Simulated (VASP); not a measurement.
All values below come from r2SCAN meta-GGA, VASP's PBE PAW potentials (set 64) (plane waves; VASP 6.6.1).

VASP ran on this input.

KPOINTS:
```
Automatic mesh
0
Gamma
10 10 8
0 0 0
```

POSCAR:
```
Se
1.0
  2.2506733677  -3.8982806088   0.0000000000
  2.2506733677   3.8982806088   0.0000000000
  0.0000000000   0.0000000000   4.9858397680
Se
3
Cartesian
  0.4896256463   0.8480564928   3.3238948406
  3.5220954428   0.0000000000   0.0000000000
  0.4896256463  -0.8480564928   1.6619449274
```

INCAR:
```
ALGO = Normal
CSHIFT = 0.1
EDIFF = 1E-7
ENCUT = 400
ISMEAR = 0
LASPH = T
LCHARG = F
LMAXMIX = 4
LMIXTAU = T
LOPTICS = T
LPEAD = T
LREAL = F
LWAVE = F
METAGGA = R2SCAN
NBANDS = 39
NEDOS = 1001
NELM = 100
PREC = Accurate
SIGMA = 0.01
SYSTEM = Se
```

POTCAR, in this order: Se (PBE.64 set). Program: vasp_std.

Output of the run:

### OUTCAR
```
 ion  position               nearest neighbor table
   1  0.000  0.218  0.667-   2 2.37   3 2.37
   2  0.782  0.782  0.000-   1 2.37   3 2.37
   3  0.218  0.000  0.333-   2 2.37   1 2.37
  LATTYP: Found a hexagonal cell.
 ALAT       =     4.5013467222
 C/A-ratio  =     1.1076329098
 Subroutine PRICEL returns:
 Original cell was already a primitive cell.
 Subroutine GETGRP returns: Found  6 space group operations
The static configuration has the point symmetry C_2 .
 The point group associated with its full space group is D_3 .
The dynamic configuration has the point symmetry C_2 .
 Subroutine INISYM returns: Found  6 space group operations
 Subroutine IBZKPT returns following result:
 Found     94 irreducible k-points:

 Following reciprocal coordinates:
            Coordinates               Weight
  0.000000  0.000000  0.000000      1.000000
  0.100000  0.000000  0.000000      6.000000
  0.200000  0.000000  0.000000      6.000000
  0.300000  0.000000  0.000000      6.000000
  0.400000  0.000000  0.000000      6.000000
  0.500000  0.000000  0.000000      3.000000
  0.100000  0.100000  0.000000      6.000000
  0.200000  0.100000  0.000000     12.000000
  0.300000  0.100000  0.000000     12.000000
  0.400000  0.100000  0.000000     12.000000
  0.200000  0.200000  0.000000      6.000000
  0.300000  0.200000  0.000000     12.000000
  0.400000  0.200000  0.000000      6.000000
  0.300000  0.300000  0.000000      6.000000
  0.000000  0.000000  0.125000      2.000000
  0.100000  0.000000  0.125000      6.000000
  0.000000  0.100000  0.125000      6.000000
  0.200000  0.000000  0.125000      6.000000
  0.000000  0.200000  0.125000      6.000000
  0.300000  0.000000  0.125000      6.000000
  0.000000  0.300000  0.125000      6.000000
  0.400000  0.000000  0.125000      6.000000
  0.000000  0.400000  0.125000      6.000000
  0.500000  0.000000  0.125000      6.000000
  0.100000  0.100000  0.125000     12.000000
  0.200000  0.100000  0.125000     12.000000
 -0.100000  0.300000  0.125000     12.000000
  0.300000  0.100000  0.125000     12.000000
 -0.100000  0.400000  0.125000     12.000000
  0.400000  0.100000  0.125000     12.000000
 -0.100000  0.500000  0.125000     12.000000
  0.200000  0.200000  0.125000     12.000000
  0.300000  0.200000  0.125000     12.000000
 -0.200000  0.500000  0.125000     12.000000
  0.400000  0.200000  0.125000     12.000000
  0.300000  0.300000  0.125000     12.000000
  0.000000  0.000000  0.250000      2.000000
  0.100000  0.000000  0.250000      6.000000
  0.000000  0.100000  0.250000      6.000000
  0.200000  0.000000  0.250000      6.000000
 Subroutine IBZKPT_HF returns following result:
   k-points           NKPTS =     94   k-points in BZ     NKDIM =     94   number of bands    NBANDS=     39
   number of dos      NEDOS =   1001   number of ions     NIONS =      3
   total plane-waves  NPLWV =  32400
   dimension x,y,z NGX =    30 NGY =   30 NGZ =   36
   dimension x,y,z NGXF=    60 NGYF=   60 NGZF=   72
   ions per type =               3
   PREC   = accura    normal or accurate (medium, high low for compatibility)
   ISTART =      0    job   : 0-new  1-cont  2-samecut
   ICHARG =      2    charge: 1-file 2-atom 10-const
   ISPIN  =      1    spin polarized calculation?
   LNONCOLLINEAR =      F non collinear calculations
   LSORBIT =      F    spin-orbit coupling
   INIWAV =      1    electr: 0-lowe 1-rand  2-diag
   ENCUT  =  400.0 eV  29.40 Ry    5.42 a.u.   7.34  7.34  8.13*2*pi/ulx,y,z
   NELM   =    100;   NELMIN=  2; NELMDL= -5     # of ELM steps
...
```

**OSZICAR**
```
       N       E                     dE             d eps       ncg     rms          rms(c)
DAV:   1     0.336743920206E+02    0.33674E+02   -0.52491E+03  7332   0.315E+02
DAV:   2    -0.428425378836E+02   -0.76517E+02   -0.71881E+02  9159   0.861E+01
DAV:   3    -0.464714991453E+02   -0.36290E+01   -0.35891E+01  9121   0.179E+01
DAV:   4    -0.464875555260E+02   -0.16056E-01   -0.16055E-01  8704   0.130E+00
DAV:   5    -0.464876130243E+02   -0.57498E-04   -0.57498E-04  9012   0.795E-02    0.696E+00
DAV:   6    -0.438147706695E+02    0.26728E+01   -0.23383E-01  7661   0.189E+00    0.476E+00
DAV:   7    -0.414125992818E+02    0.24022E+01   -0.46013E-01  8292   0.256E+00    0.126E+00
DAV:   8    -0.425640331413E+02   -0.11514E+01   -0.15255E-01  7809   0.145E+00    0.592E-01
DAV:   9    -0.427528643874E+02   -0.18883E+00   -0.58627E-02  7444   0.956E-01    0.159E-01
DAV:  10    -0.429161137244E+02   -0.16325E+00   -0.83600E-02  7360   0.115E+00    0.157E-01
DAV:  11    -0.429052316109E+02    0.10882E-01   -0.45025E-03  8690   0.295E-01    0.152E-01
DAV:  12    -0.429102243921E+02   -0.49928E-02   -0.50409E-04  8454   0.986E-02    0.565E-02
DAV:  13    -0.429236056578E+02   -0.13381E-01   -0.47081E-03  7535   0.301E-01    0.160E-02
DAV:  14    -0.429238062288E+02   -0.20057E-03   -0.18240E-04  8649   0.455E-02    0.309E-02
DAV:  15    -0.429238285499E+02   -0.22321E-04   -0.18310E-05  8437   0.180E-02    0.190E-02
DAV:  16    -0.429238349351E+02   -0.63852E-05   -0.32988E-05  7829   0.251E-02    0.321E-02
DAV:  17    -0.429239207104E+02   -0.85775E-04   -0.28041E-05  7808   0.224E-02    0.251E-02
DAV:  18    -0.429239204583E+02    0.25209E-06   -0.72846E-07  9329   0.284E-03    0.220E-02
DAV:  19    -0.429239225112E+02   -0.20529E-05   -0.45616E-07  8172   0.306E-03    0.160E-02
DAV:  20    -0.429239167586E+02    0.57526E-05   -0.11388E-06  8033   0.409E-03    0.511E-03
DAV:  21    -0.429239180232E+02   -0.12646E-05   -0.18111E-07  8172   0.178E-03    0.172E-03
DAV:  22    -0.429239178948E+02    0.12840E-06   -0.19687E-08  5949   0.518E-04    0.486E-04
DAV:  23    -0.429239178052E+02    0.89650E-07   -0.69244E-09  4817   0.373E-04
   1 F= -.42923918E+02 E0= -.42923918E+02  d E =-.562317E-26
 imaginary and real dielectric function
```

**OUTCAR**
```
------------------------ aborting loop because EDIFF is reached ----------------------------------------
  FORCE on cell =-STRESS in cart. coord.  units (eV):
  Direction    XX          YY          ZZ          XY          YZ          ZX
  --------------------------------------------------------------------------------------
  Total       -0.0232747     -0.0232747      0.0058617      0.0000000      0.0000000      0.0000000
  in kB       -0.4262276     -0.4262275      0.1073449      0.0000000      0.0000000      0.0000000
  external PRESSURE =      -0.2483701 kB  Pullay stress =       0.0000000 kB
  volume of cell :       87.49
      direct lattice vectors                 reciprocal lattice vectors
     2.250673368 -3.898280609  0.000000000     0.222155737 -0.128261675  0.000000000
     2.250673368  3.898280609  0.000000000     0.222155737  0.128261675  0.000000000
     0.000000000  0.000000000  4.985839768     0.000000000  0.000000000  0.200568018
 POSITION                                       TOTAL-FORCE (eV/Angst)
 -----------------------------------------------------------------------------------
      0.48963      0.84806      3.32389        -0.001340     -0.002321      0.000000
      3.52210      0.00000      0.00000         0.002681      0.000000     -0.000000
      0.48963     -0.84806      1.66194        -0.001340      0.002321     -0.000000
 -----------------------------------------------------------------------------------
    total drift:                               -0.000200     -0.000447      0.000006
  FREE ENERGIE OF THE ION-ELECTRON SYSTEM (eV)
  ---------------------------------------------------
  free  energy   TOTEN  =       -42.9239178052 eV

  energy  without entropy=      -42.9239178052  energy(sigma->0) =      -42.92391781

 plasma frequency squared (from intraband transitions) (eV^2)
  --------------------------------------------------------------------------------------
       0.000       0.000       0.000
       0.000       0.000       0.000
       0.000       0.000       0.000

 plasma frequency squared (from interband transitions, int dw w eps(2)(w)) (eV^2)
  --------------------------------------------------------------------------------------
     283.322       0.000       0.000       0.000       0.000      -0.000
       0.000       0.000     283.322       0.000       0.000       0.000
       0.000       0.000       0.000      -0.000     285.280       0.000
```
(Selected blocks of OUTCAR.)

The dielectric response may not be converged in the k-mesh; for small gaps it tends to come out too large.

The compound is Se in the trig structure. It was relaxed first, which changed the volume by +7 %.
